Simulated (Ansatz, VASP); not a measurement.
# Si3N4 in two plane-wave programs, part 2 of 3

One calculation is typed for both programs; each brings its own data sets. How far apart do they land? The cell is taken from a series of runs on this material, whose earlier steps may have relaxed, scaled, displaced or heated it; both programs get it as it stands.

VASP 6.6.1 and Ansatz 0.2.0.

So far: The structure; Ansatz: zone-centre phonons, LDA.

## Step 3: VASP: zone-centre phonons, LDA

Level of this step: LDA; plane waves and PAW (Si, N) (VASP).

The same cell, functional (in two slightly different forms) and mesh now go to VASP, with its own data sets.

Lines of VASP's logs that name or quote its potential files are left out, and so is its time.

File INCAR:

```
SYSTEM = Si3N4
PREC = Accurate
ENCUT = 600
EDIFF = 1E-08
NELM = 120
ISMEAR = 0
SIGMA = 0.01
LREAL = .FALSE.
ALGO = Normal
GGA = CA
NBANDS = 46
LORBIT = 11
LWAVE = .FALSE.
LCHARG = .FALSE.
ISIF = 2
IBRION = 8
LASPH = .TRUE.
GGA_COMPAT = .FALSE.
EFERMI = MIDGAP
KPAR = 4
```

File POSCAR:

```
Si3N4
1.0
    7.5725335831      0.0000000000      0.0000000000
   -3.7862667916      6.5580064540      0.0000000000
    0.0000000000      0.0000000000      2.8985448110
Si N
6 8
Direct
    0.7676520382      0.1737194714      0.2500000000
    0.5939325668      0.7676520382      0.7500000000
    0.8262805286      0.5939325668      0.2500000000
    0.2323479618      0.8262805286      0.7500000000
    0.4060674332      0.2323479618      0.2500000000
    0.1737194714      0.4060674332      0.7500000000
    0.0299589080      0.3297380212      0.2500000000
    0.7002208868      0.0299589080      0.7500000000
    0.6702619788      0.7002208868      0.2500000000
    0.9700410920      0.6702619788      0.7500000000
    0.2997791132      0.9700410920      0.2500000000
    0.3297380212      0.2997791132      0.7500000000
    0.6666666667      0.3333333333      0.2500000000
    0.3333333333      0.6666666667      0.7500000000
```

File KPOINTS:

```
Automatic mesh
0
Gamma
3 3 4
0 0 0
```

PAW data sets: Si and N (LDA family, release 64).

On the command line:

```console
$ mpirun -np 4 vasp_std
```

What it wrote:

```text
[banner, memory and clock lines left out]
running    4 mpi-ranks, on    1 nodes
 distrk:  each k-point on    1 cores,    4 groups
 distr:  one band on    1 cores,    1 groups

 POSCAR found type information on POSCAR SiN
 POSCAR found :  2 types and      14 ions
 LDA part: xc-table for (Slater(with rela. corr.)+CA(PZ))
 , standard interpolation
 POSCAR, INCAR and KPOINTS ok, starting setup
 FFT: planning ... GRIDC
 FFT: planning ... GRID_SOFT
 FFT: planning ... GRID
 WAVECAR not read
 entering main loop
       N       E                     dE             d eps       ncg     rms          rms(c)
DAV:   1     0.293981516283E+03    0.29398E+03   -0.34544E+04   836   0.144E+03
DAV:   2    -0.121196619235E+03   -0.41518E+03   -0.38709E+03  1072   0.280E+02
DAV:   3    -0.144559218115E+03   -0.23363E+02   -0.23198E+02  1034   0.688E+01
DAV:   4    -0.144893366946E+03   -0.33415E+00   -0.33295E+00  1048   0.881E+00
DAV:   5    -0.144901465248E+03   -0.80983E-02   -0.80909E-02  1026   0.133E+00    0.304E+01
DAV:   6    -0.127018825806E+03    0.17883E+02   -0.62401E+01   974   0.311E+01    0.144E+01
DAV:   7    -0.126688557084E+03    0.33027E+00   -0.30346E+00  1032   0.644E+00    0.611E+00
DAV:   8    -0.126521113693E+03    0.16744E+00   -0.18394E-01  1008   0.200E+00    0.228E+00
DAV:   9    -0.126488048234E+03    0.33065E-01   -0.36384E-02  1040   0.913E-01    0.284E-01
DAV:  10    -0.126488464898E+03   -0.41666E-03   -0.29844E-03  1010   0.245E-01    0.165E-01
DAV:  11    -0.126488512180E+03   -0.47282E-04   -0.36369E-04   984   0.966E-02    0.372E-02
DAV:  12    -0.126488510803E+03    0.13769E-05   -0.29849E-05  1032   0.238E-02    0.171E-02
DAV:  13    -0.126488510632E+03    0.17138E-06   -0.58058E-06   960   0.121E-02    0.400E-03
DAV:  14    -0.126488510729E+03   -0.96768E-07   -0.96415E-07  1072   0.452E-03    0.220E-03
DAV:  15    -0.126488510802E+03   -0.73077E-07   -0.44365E-07   936   0.292E-03    0.211E-03
DAV:  16    -0.126488510802E+03   -0.70941E-10   -0.30825E-08   856   0.933E-04
   1 F= -.12648851E+03 E0= -.12648851E+03  d E =0.000000E+00
 Linear response reoptimize wavefunctions to high precision
DAV:   1    -0.126488510801E+03    0.28285E-09   -0.60898E-09   688   0.380E-04
DAV:   2    -0.126488510801E+03    0.19554E-09   -0.70307E-10   574   0.132E-04
DAV:   3    -0.126488510801E+03    0.13642E-10   -0.10886E-10   558   0.494E-05
 Linear response DOF=           8
 Linear response progress:
  Degree of freedom:   1/  8
       N       E                     dE             d eps       ncg     rms          rms(c)
RMM:   1    -0.413068314328E-01   -0.41307E-01    0.17308E-02  3909   0.106E+00
RMM:   2    -0.289597365941E-01    0.12347E-01   -0.45046E-03  2353   0.309E-01    0.205E-01
RMM:   3    -0.282550508481E-01    0.70469E-03   -0.12028E-03  2466   0.107E-01    0.113E-01
RMM:   4    -0.279871470429E-01    0.26790E-03   -0.87594E-04  2524   0.695E-02    0.309E-02
RMM:   5    -0.279392864931E-01    0.47861E-04   -0.20124E-04  2534   0.194E-02    0.881E-03
RMM:   6    -0.279209015177E-01    0.18385E-04    0.15142E-07  2490   0.779E-03    0.306E-03
RMM:   7    -0.279215873365E-01   -0.68582E-06   -0.48444E-06  2572   0.239E-03    0.125E-03
RMM:   8    -0.279235228209E-01   -0.19355E-05   -0.56090E-06  2547   0.840E-04    0.257E-04
RMM:   9    -0.279235972546E-01   -0.74434E-07   -0.42688E-06  2597   0.274E-04    0.104E-04
RMM:  10    -0.279237108586E-01   -0.11360E-06   -0.43374E-06  2603   0.181E-04    0.403E-05
RMM:  11    -0.279237280813E-01   -0.17223E-07   -0.43245E-06  2633   0.150E-04    0.125E-05
RMM:  12    -0.279235987076E-01    0.12937E-06   -0.36633E-06  2676   0.134E-04    0.390E-06
RMM:  13    -0.279235249457E-01    0.73762E-07   -0.22595E-06  2801   0.129E-04    0.186E-06
RMM:  14    -0.279234678485E-01    0.57097E-07   -0.20223E-06  2824   0.127E-04    0.678E-07
RMM:  15    -0.279234697185E-01   -0.18700E-08   -0.21429E-06  2826   0.126E-04    0.289E-07
RMM:  16    -0.279234651586E-01    0.45599E-08   -0.21438E-06  2876   0.126E-04    0.193E-07
RMM:  17    -0.279234408407E-01    0.24318E-07   -0.19866E-06  2894   0.125E-04    0.146E-07
RMM:  18    -0.279234558820E-01   -0.15041E-07   -0.22365E-06  2924   0.125E-04    0.969E-08
 first order change of Fermi-energy  -0.15035E+00
 force on displaced ion       1 direction 1 : -34.309   0.888   0.000
 Linear response progress:
  Degree of freedom:   2/  8
       N       E                     dE             d eps       ncg     rms          rms(c)
RMM:   1    -0.450686154867E-01   -0.45069E-01   -0.87522E-03  4001   0.110E+00
RMM:   2    -0.283924007418E-01    0.16676E-01   -0.58477E-03  2324   0.336E-01    0.218E-01
RMM:   3    -0.273599054161E-01    0.10325E-02   -0.10324E-03  2480   0.122E-01    0.119E-01
RMM:   4    -0.269999067074E-01    0.36000E-03   -0.46713E-04  2539   0.684E-02    0.381E-02
RMM:   5    -0.269680020654E-01    0.31905E-04   -0.13956E-04  2556   0.218E-02    0.103E-02
[...]
RMM:  18    -0.174685578416E-01    0.23877E-08   -0.18950E-07  3716   0.110E-04    0.107E-07
RMM:  19    -0.174685602430E-01   -0.24014E-08   -0.23796E-07  3782   0.110E-04    0.104E-07
RMM:  20    -0.174685601192E-01    0.12378E-09   -0.22981E-07  3837   0.110E-04    0.103E-07
 first order change of Fermi-energy   0.22451E-04
 force on displaced ion       1 direction 3 :  -0.000  -0.001 -27.286
[...]
RMM:   9    -0.252029535989E+00   -0.81698E-06   -0.79590E-07  2625   0.417E-04    0.742E-05
RMM:  10    -0.252029457779E+00    0.78211E-07   -0.81901E-07  2618   0.355E-04    0.215E-05
RMM:  11    -0.252029504402E+00   -0.46623E-07   -0.59904E-07  2694   0.335E-04    0.928E-06
RMM:  12    -0.252029472843E+00    0.31558E-07   -0.80959E-07  2732   0.329E-04    0.440E-06
RMM:  13    -0.252029484542E+00   -0.11698E-07   -0.13286E-07  2821   0.324E-04    0.215E-06
RMM:  14    -0.252029476541E+00    0.80009E-08   -0.48151E-07  2842   0.321E-04    0.115E-06
RMM:  15    -0.252029478948E+00   -0.24068E-08   -0.55496E-07  2897   0.320E-04    0.532E-07
RMM:  16    -0.252029478261E+00    0.68670E-09   -0.61473E-07  2904   0.319E-04    0.244E-07
RMM:  17    -0.252029479130E+00   -0.86952E-09   -0.57899E-07  2946   0.319E-04    0.139E-07
RMM:  18    -0.252029478794E+00    0.33677E-09   -0.61427E-07  2976   0.319E-04    0.119E-07
RMM:  19    -0.252029478537E+00    0.25619E-09   -0.58643E-07  3009   0.318E-04    0.823E-08
 first order change of Fermi-energy  -0.45063E-02
 force on displaced ion       7 direction 2 : -15.166 -18.770   0.000
 Linear response progress:
  Degree of freedom:   6/  8
       N       E                     dE             d eps       ncg     rms          rms(c)
RMM:   1    -0.239770081640E+00   -0.23977E+00    0.20762E-01  3377   0.194E+00
RMM:   2    -0.235740734321E+00    0.40293E-02   -0.76183E-03  2865   0.345E-01    0.283E-01
RMM:   3    -0.236014756469E+00   -0.27402E-03   -0.21137E-03  2782   0.164E-01    0.145E-01
RMM:   4    -0.237893124278E+00   -0.18784E-02   -0.19112E-03  2919   0.142E-01    0.283E-02
RMM:   5    -0.237746553459E+00    0.14657E-03   -0.45318E-05  3200   0.268E-02    0.448E-03
RMM:   6    -0.237818400039E+00   -0.71847E-04   -0.34427E-06  3262   0.540E-03    0.156E-03
RMM:   7    -0.237806672767E+00    0.11727E-04   -0.73693E-07  3287   0.144E-03    0.320E-04
RMM:   8    -0.237808548242E+00   -0.18755E-05   -0.64736E-07  3330   0.490E-04    0.101E-04
RMM:   9    -0.237807754200E+00    0.79404E-06   -0.47238E-07  3361   0.361E-04    0.451E-05
RMM:  10    -0.237808657073E+00   -0.90287E-06   -0.53183E-07  3313   0.342E-04    0.101E-05
RMM:  11    -0.237808634667E+00    0.22406E-07   -0.47323E-07  3505   0.323E-04    0.464E-06
RMM:  12    -0.237808654103E+00   -0.19436E-07   -0.23981E-07  3530   0.319E-04    0.187E-06
RMM:  13    -0.237808648429E+00    0.56741E-08   -0.66096E-07  3540   0.315E-04    0.165E-06
RMM:  14    -0.237808649462E+00   -0.10335E-08   -0.79048E-07  3587   0.313E-04    0.127E-06
RMM:  15    -0.237808648853E+00    0.60912E-09   -0.36678E-07  3643   0.312E-04    0.947E-07
RMM:  16    -0.237808650939E+00   -0.20861E-08   -0.59398E-07  3691   0.311E-04    0.563E-07
RMM:  17    -0.237808650990E+00   -0.50741E-10   -0.41410E-07  3752   0.311E-04    0.392E-07
RMM:  18    -0.237808651877E+00   -0.88729E-09   -0.51699E-07  3809   0.310E-04    0.333E-07
RMM:  19    -0.237808651514E+00    0.36343E-09   -0.36846E-07  3873   0.310E-04    0.279E-07
RMM:  20    -0.237808651517E+00   -0.27938E-11   -0.40243E-07  3919   0.310E-04    0.242E-07
RMM:  21    -0.237808651692E+00   -0.17513E-09   -0.37373E-07  3976   0.310E-04    0.191E-07
RMM:  22    -0.237808651779E+00   -0.87551E-10   -0.36028E-07  4006   0.310E-04    0.165E-07
RMM:  23    -0.237808651799E+00   -0.19669E-10   -0.40252E-07  4064   0.310E-04    0.111E-07
RMM:  24    -0.237808651978E+00   -0.17932E-09   -0.36233E-07  4088   0.309E-04    0.928E-08
 first order change of Fermi-energy  -0.18015E-04
 force on displaced ion       7 direction 3 :   0.008   0.003 -29.056
 Linear response progress:
  Degree of freedom:   7/  8
       N       E                     dE             d eps       ncg     rms          rms(c)
RMM:   1    -0.258738555553E+00   -0.25874E+00    0.23103E-01  2829   0.187E+00
RMM:   2    -0.252698720545E+00    0.60398E-02   -0.85285E-03  2292   0.357E-01    0.311E-01
RMM:   3    -0.251958253157E+00    0.74047E-03   -0.43954E-03  2400   0.200E-01    0.162E-01
RMM:   4    -0.253366778102E+00   -0.14085E-02   -0.25507E-03  2507   0.136E-01    0.504E-02
RMM:   5    -0.253333796051E+00    0.32982E-04   -0.92906E-05  2394   0.323E-02    0.102E-02
RMM:   6    -0.253458978781E+00   -0.12518E-03   -0.11052E-05  2584   0.101E-02    0.294E-03
RMM:   7    -0.253427759423E+00    0.31219E-04   -0.51585E-07  2540   0.281E-03    0.904E-04
RMM:   8    -0.253429730287E+00   -0.19709E-05   -0.18564E-06  2635   0.641E-04    0.344E-04
RMM:   9    -0.253432180075E+00   -0.24498E-05   -0.44994E-07  2632   0.406E-04    0.124E-04
RMM:  10    -0.253431549429E+00    0.63065E-06   -0.53815E-07  2597   0.300E-04    0.261E-05
RMM:  11    -0.253431587278E+00   -0.37849E-07   -0.32526E-07  2701   0.243E-04    0.137E-05
RMM:  12    -0.253431509515E+00    0.77763E-07   -0.81318E-09  2683   0.237E-04    0.412E-06
RMM:  13    -0.253431541944E+00   -0.32429E-07   -0.45287E-07  2809   0.229E-04    0.295E-06
RMM:  14    -0.253431534903E+00    0.70406E-08   -0.51664E-08  2820   0.226E-04    0.925E-07
 first order change of Fermi-energy  -0.52698E-05
 force on displaced ion      13 direction 1 : -39.194   0.005   0.000
 Linear response progress:
  Degree of freedom:   8/  8
       N       E                     dE             d eps       ncg     rms          rms(c)
RMM:   1    -0.235306340719E+00   -0.23531E+00    0.69561E-02  1853   0.164E+00
RMM:   2    -0.233457325566E+00    0.18490E-02   -0.68682E-03  1634   0.222E-01    0.173E-01
RMM:   3    -0.234429515090E+00   -0.97219E-03   -0.10358E-03  1554   0.103E-01    0.863E-02
RMM:   4    -0.236049025835E+00   -0.16195E-02   -0.90825E-04  1644   0.922E-02    0.198E-02
RMM:   5    -0.236071163625E+00   -0.22138E-04   -0.58105E-05  1842   0.196E-02    0.269E-03
RMM:   6    -0.236109875963E+00   -0.38712E-04   -0.84877E-06  1875   0.297E-03    0.974E-04
RMM:   7    -0.236101453760E+00    0.84222E-05   -0.76477E-07  1820   0.966E-04    0.212E-04
RMM:   8    -0.236102855093E+00   -0.14013E-05   -0.22591E-09  1917   0.337E-04    0.624E-05
RMM:   9    -0.236102680945E+00    0.17415E-06    0.17009E-07  1934   0.237E-04    0.220E-05
RMM:  10    -0.236102882812E+00   -0.20187E-06   -0.78088E-07  1954   0.222E-04    0.486E-06
RMM:  11    -0.236102900431E+00   -0.17620E-07    0.33525E-07  1967   0.217E-04    0.204E-06
RMM:  12    -0.236102897080E+00    0.33517E-08    0.85748E-08  2020   0.216E-04    0.702E-07
 first order change of Fermi-energy   0.97081E-04
 force on displaced ion      13 direction 3 :  -0.000   0.000  -6.039
 Linear response finished
```

[end of part 2 of 3]

[Lines on the potential files, build, host, timing and source positions are cut from VASP's logs without a mark.]

[Logs are printed without paths, hosts, clocks, repeated set-up lines and the standing remarks that a program may print on its own settings, such as how far it seeks lower states.]

[Hosts, paths, dates, database ids (printed as entryN), source tags and the programs' standing remarks are cut or masked in the printed files.]
